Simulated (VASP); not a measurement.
```yaml
crystal:
  lattice:
    - [4.75390, 0.00000, 0.00000]
    - [0.00000, 4.75390, 0.00000]
    - [0.00000, 0.00000, 3.19375]
  atoms:
    - { symbol: Zn, position: [0.00000, 0.00000, 0.00000] }
    - { symbol: Zn, position: [0.50000, 0.50000, 0.50000] }
    - { symbol: F, position: [0.30363, 0.30363, 0.00000] }
    - { symbol: F, position: [0.80363, 0.19637, 0.50000] }
    - { symbol: F, position: [0.19637, 0.80363, 0.50000] }
    - { symbol: F, position: [0.69637, 0.69637, 0.00000] }
```

All values below come from PBE GGA with D3 dispersion (zero damping), VASP's PBE PAW potentials (set 64) (plane waves; VASP 6.6.1). Settings: 520 eV cut-off, 5×5×8 Γ-centred mesh, tetrahedra with Blöchl corrections, potentials Zn F.

Question: Estimate the energy per atom (σ→0), band gap (on the k-mesh) with the smallest direct gap where there is one.

Answer: 
```
Item                                         Result
-----------------------------------  --------------
band gap (on the k-mesh)                    3.42 eV
smallest direct gap (on the k-mesh)         3.42 eV
energy per atom (σ→0)                -4.005 eV/atom
```

The compound is ZnF2 in the rutile structure. It was relaxed first.
